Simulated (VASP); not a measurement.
An input for Quantum ESPRESSO's pw.x (written as the equivalent of a VASP run, and not itself run):

```
&CONTROL
  calculation = 'scf'
  pseudo_dir = './pseudo'
  outdir = './out'
  tprnfor = .true.
  tstress = .true.
/
&SYSTEM
  ibrav = 0
  nat = 2
  ntyp = 2
  ecutwfc = 84
  occupations = 'tetrahedra'
  input_dft = 'pw91'
/
&ELECTRONS
  conv_thr = 7.3e-09
  electron_maxstep = 100
/
ATOMIC_SPECIES
  In 114.818 In.upf
  As 74.922 As.upf
CELL_PARAMETERS angstrom
     0.0000000    3.0931521    3.0931521
     3.0931521    0.0000000    3.0931521
     3.0931521    3.0931521    0.0000000
ATOMIC_POSITIONS crystal
  In   0.0000000  0.0000000  0.0000000
  As   0.2500000  0.2500000  0.2500000
K_POINTS automatic
  11 11 11 0 0 0
```

Problem. Write the VASP files for the same calculation (PW91).

Solution. Several could match; the one computed here: 
**INCAR**
```
SYSTEM = InAs
PREC = Accurate; ENCUT = 520; LREAL = .FALSE.
LASPH = .TRUE.
EDIFF = 1E-7; NELM = 100; ALGO = Normal
LMAXMIX = 4
ISMEAR = -5
GGA = 91
ISIF = 2
LWAVE = .FALSE.; LCHARG = .TRUE.; LORBIT = 11
NEDOS = 601
```

KPOINTS:
```
Automatic mesh
0
Gamma
11 11 11
0 0 0
```

**POSCAR**
```
InAs
1
    0.0000000000     3.0931520968     3.0931520968
    3.0931520968     0.0000000000     3.0931520968
    3.0931520968     3.0931520968     0.0000000000
In As
1 1
Direct
  0.0000000000   0.0000000000   0.0000000000
  0.2500000000   0.2500000000   0.2500000000
```

POTCAR, in this order: In_d As (PBE.64 set). Program: vasp_std.

Limits of the translation: the potentials are each code's own (VASP's PAW set, PseudoDojo norm-conserving files in pw.x), so ENCUT and ecutwfc are chosen apart and not converted; conv_thr bounds pw.x's estimated SCF error, while EDIFF bounds the energy change between steps.

The compound is InAs in the zinc blende structure. It was relaxed first, which changed the volume by +6 %.
